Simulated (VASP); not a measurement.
BiF2, 12 atoms in the cell. The cell holds a amorphous, 12 atoms: a = 7.009 Å, b = 5.083 Å, c = 5.843 Å, α = 89.36°, β = 83.11°, γ = 94.74°. The cell was built by a generator and needn't be a form met in nature.

```yaml
Program: VASP 6.6.1
Task: single point
Functional: PBE
Potentials_or_basis: VASP PAW PBE potentials, release 64 (Bi_d, F)
Cutoff: 520 eV
k_mesh: 2 × 3 × 3
Occupations: fermi-dirac, width 0.05 eV
Spin: no spin polarisation
Dipole_correction: no
Further_INCAR_settings: ALGO = Fast; EDIFF = 1e-06; NBANDS = 70
```

Potentials or basis: VASP PAW PBE potentials, release 64 (Bi_d, F).

The run is started by

```console
$ cat potpaw_PBE.64/Bi_d/POTCAR potpaw_PBE.64/F/POTCAR > POTCAR
$ mpirun -np 1 vasp_std > vasp.out
```

Hardware: 1 thread of Intel(R) Xeon(R) 6975P-C (Granite Rapids), with other jobs on the host.

Problem. How long does it take, and how much memory?

Solution. Wall time 100 s on 1 thread of Intel(R) Xeon(R) 6975P-C (Granite Rapids), on a shared host, peak memory 0.36 GiB. Counts: scf iterations 16, k points 10.
